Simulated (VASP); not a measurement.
These are r2SCAN+rVV10, VASP's PBE PAW potentials (set 64) (plane waves; VASP) values and carry that method's errors.

Input for VASP

### KPOINTS
```
Automatic mesh
0
Gamma
10 10 10
0 0 0
```

INCAR:
```
LREAL = F   ! projection in real space or not
LASPH = T
LUSE_VDW = T
SYSTEM = K
LWAVE = F
METAGGA = R2SCAN
ALGO = Normal
BPARAM = 11.95
CPARAM = 0.0093
ENCUT = 520   ! plane-wave cut-off (eV)
LCHARG = F
EDIFF = 1E-7   ! SCF stop (eV)
NELM = 100
SIGMA = 0.1
ISIF = 2   ! forces and stress, cell fixed
ISMEAR = 1
LMIXTAU = T
PREC = Accurate
```

POSCAR:
```
K
1
   -2.5875670857     2.5875670857     2.5875670857
    2.5875670857    -2.5875670857     2.5875670857
    2.5875670857     2.5875670857    -2.5875670857
K
1
Direct
  0.0000000000   0.0000000000   0.0000000000
```

POTCAR, in this order: K_sv (PBE.64 set). Program: vasp_std.

Output

### OSZICAR
```
       N       E                     dE             d eps       ncg     rms          rms(c)
DAV:   1     0.407539236917E+02    0.40754E+02   -0.37600E+03   752   0.887E+02
DAV:   2    -0.647250741379E+01   -0.47226E+02   -0.46931E+02   768   0.226E+02
DAV:   3    -0.804415018047E+01   -0.15716E+01   -0.15597E+01  1264   0.364E+01
DAV:   4    -0.807761474592E+01   -0.33465E-01   -0.33466E-01  1088   0.441E+00
DAV:   5    -0.807861200780E+01   -0.99726E-03   -0.99640E-03  1344   0.404E-01    0.216E+00
DAV:   6    -0.620021493198E+01    0.18784E+01   -0.15378E+00   776   0.121E+01    0.107E+00
DAV:   7    -0.568464495033E+01    0.51557E+00   -0.27370E-01   952   0.514E+00    0.641E-01
DAV:   8    -0.600901888204E+01   -0.32437E+00   -0.22336E-01   792   0.447E+00    0.357E-01
DAV:   9    -0.561976987358E+01    0.38925E+00   -0.20118E-01   768   0.409E+00    0.642E-02
DAV:  10    -0.571099686651E+01   -0.91227E-01   -0.34090E-02   888   0.227E+00    0.777E-02
DAV:  11    -0.571127181036E+01   -0.27494E-03   -0.12214E-03  1384   0.237E-01    0.904E-02
DAV:  12    -0.570901663250E+01    0.22552E-02   -0.23061E-03   784   0.823E-01    0.117E-01
DAV:  13    -0.569888962469E+01    0.10127E-01   -0.75197E-03   760   0.125E+00    0.223E-01
DAV:  14    -0.570891515996E+01   -0.10026E-01   -0.84474E-03   784   0.130E+00    0.616E-01
DAV:  15    -0.569779556222E+01    0.11120E-01   -0.14034E-02   752   0.187E+00    0.582E-01
DAV:  16    -0.569701077031E+01    0.78479E-03   -0.33915E-03   920   0.735E-01    0.386E-01
DAV:  17    -0.569324801828E+01    0.37628E-02   -0.44266E-03   752   0.885E-01    0.235E-01
DAV:  18    -0.569760208393E+01   -0.43541E-02   -0.36490E-03   752   0.783E-01    0.199E-01
DAV:  19    -0.569867139169E+01   -0.10693E-02   -0.57300E-03   752   0.942E-01    0.670E-02
DAV:  20    -0.569749302281E+01    0.11784E-02   -0.89005E-04   752   0.303E-01    0.270E-02
DAV:  21    -0.569770606398E+01   -0.21304E-03   -0.20473E-04   816   0.154E-01    0.126E-02
DAV:  22    -0.569782802912E+01   -0.12197E-03   -0.78264E-05   848   0.118E-01    0.766E-03
DAV:  23    -0.569757694195E+01    0.25109E-03   -0.16599E-04   816   0.165E-01    0.609E-03
DAV:  24    -0.569755616691E+01    0.20775E-04   -0.21633E-05  1200   0.670E-02    0.523E-03
DAV:  25    -0.569751557896E+01    0.40588E-04   -0.69643E-05   800   0.976E-02    0.240E-03
DAV:  26    -0.569751665479E+01   -0.10758E-05   -0.11368E-06  1248   0.122E-02    0.241E-03
DAV:  27    -0.569751534118E+01    0.13136E-05   -0.77340E-07   904   0.113E-02    0.973E-04
DAV:  28    -0.569751430184E+01    0.10393E-05   -0.15870E-07  1152   0.424E-03    0.620E-04
DAV:  29    -0.569751437383E+01   -0.71982E-07   -0.51187E-08   888   0.272E-03
   1 F= -.56975144E+01 E0= -.56971180E+01  d E =-.118901E-02
```

OUTCAR:
```
------------------------ aborting loop because EDIFF is reached ----------------------------------------
  FORCE on cell =-STRESS in cart. coord.  units (eV):
  Direction    XX          YY          ZZ          XY          YZ          ZX
  --------------------------------------------------------------------------------------
  Total        0.1261810      0.1261810      0.1261810     -0.0000000     -0.0000000      0.0000000
  in kB        2.9172239      2.9172239      2.9172239     -0.0000000     -0.0000000      0.0000000
  external PRESSURE =       2.9172239 kB  Pullay stress =       0.0000000 kB
  volume of cell :       69.30
      direct lattice vectors                 reciprocal lattice vectors
    -2.587567086  2.587567086  2.587567086     0.000000000  0.193231705  0.193231705
     2.587567086 -2.587567086  2.587567086     0.193231705  0.000000000  0.193231705
     2.587567086  2.587567086 -2.587567086     0.193231705  0.193231705  0.000000000
 POSITION                                       TOTAL-FORCE (eV/Angst)
 -----------------------------------------------------------------------------------
      0.00000      0.00000      0.00000         0.000000     -0.000000     -0.000000
 -----------------------------------------------------------------------------------
    total drift:                               -0.000000     -0.000000      0.000000
  FREE ENERGIE OF THE ION-ELECTRON SYSTEM (eV)
  ---------------------------------------------------
  free  energy   TOTEN  =        -5.6975143738 eV

  energy  without entropy=       -5.6963253621  energy(sigma->0) =       -5.69711804
```
(Selected blocks of OUTCAR.)

The compound is K in the bcc structure. This cell is one point of a volume scan, at 0.94 of the reference volume.
